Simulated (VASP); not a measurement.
## ErSi$_{2}$ (relaxed from the fluorite structure, space group Fm-3m): computed properties

Level of theory: r2SCAN meta-GGA, VASP's PBE PAW potentials (set 64) (plane waves; VASP).

| Quantity | Value |
|---|---|
| space group | Fm-3m (225) |
| cell | a = b = c = 6.5124 Å, α = β = γ = 90.00° |
| volume per atom | 23.02 Å^3/atom |
| band gap (over mesh and band path) | none (metal, semimetal or under 0.01 eV) |
| density | 5.37 g/cm³ |

ErSi2 is modelled in the cubic space group Fm-3m (No. 225), the fluorite structure, Pearson symbol cF12. Cell: a = b = c = 6.512 Å, α = β = γ = 90.00°. Er on 4a is surrounded by 8 Si at 2.820 Å (cubic). Si on 8c is surrounded by 4 Er at 2.820 Å (tetrahedral). (Neighbours: up to the widest gap in distance over summed covalent radii, below 1.35, at either atom; cation-cation and far metal-metal contacts left out.)
(The calculation used a cell of 3 atoms; values per cell refer to that cell.)

The 4f electrons are frozen in the core of the lanthanide potential, so 4f levels, which can set the real gap, and their magnetism are missing.

The structure was generated: ErSi2 was put into the fluorite type (Fm-3m), which need not be its known phase. It was relaxed first, which changed the volume by -9 %. Symmetry was kept, so distortions that lower it aren't found. The electron count is odd and the run is not spin-polarised, which forces a metal.
